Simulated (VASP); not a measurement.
Runs of VASP 6.6.1 on Si3Ge. The structure is hexagonal, space group P6/mmm (No. 191). The conventional cell has a = 2.715 Å, b = 2.715 Å, c = 10.111 Å, α = 90.00°, β = 90.00°, γ = 120.00°. Si (site symmetry 6/mmm) is surrounded by 8 Si at 2.46 to 2.72 Å. Si (site symmetry 6mm) is surrounded by 7 Si at 2.46 to 2.72 Å and 1 Ge at 2.59 Å. Ge (site symmetry 6/mmm) is surrounded by 2 Si at 2.59 Å and 6 Ge at 2.71 to 2.72 Å. The cell was built by a generator and needn't be a form met in nature.

```tsv
task	level	cell	k mesh	cutoff (eV)	smearing	screening parameter	grid for exact exchange (PRECFOCK)	mesh quality	pressure (GPa)	relaxed volume (Å³/atom)	largest force (eV/Å)
single point	HSE(alpha, omega)	as given	6 × 6 × 2	520	fermi-dirac 0.05 eV	0.1	Fast	coarse	-3.6	-	0.13
single point	PBE	as given	11 × 11 × 3	520	fermi-dirac 0.05 eV	-	-	not flagged	0.4	-	0.01
relaxation of cell and atoms	PBE	relaxed	11 × 11 × 3	600	gaussian 0.05 eV	-	-	not flagged	0.0	(a)	0.01
relaxation of cell and atoms	RPBE	relaxed	11 × 11 × 3	600	gaussian 0.05 eV	-	-	not flagged	0.0	16.42	-
single point	HSE(alpha, omega)	as given	6 × 6 × 2	520	fermi-dirac 0.05 eV	0.2	Fast	coarse	-3.1	-	0.20
single point	HSE(alpha, omega)	as given	6 × 6 × 2	520	fermi-dirac 0.05 eV	0.15	Fast	coarse	(b)	-	0.18
```

Alike in all rows: potentials or basis VASP PAW PBE potentials, release 64 (Si, Ge_d); no spin polarisation.

**Question.** Fill in the values left out.

**Answer.** (a) 16.19; (b) -3.4.

Caveats: some runs use coarse meshes; the PAW data sets were made with another functional, which shifts forces and pressure a little (some runs).

Not every run made on this cell is shown here.
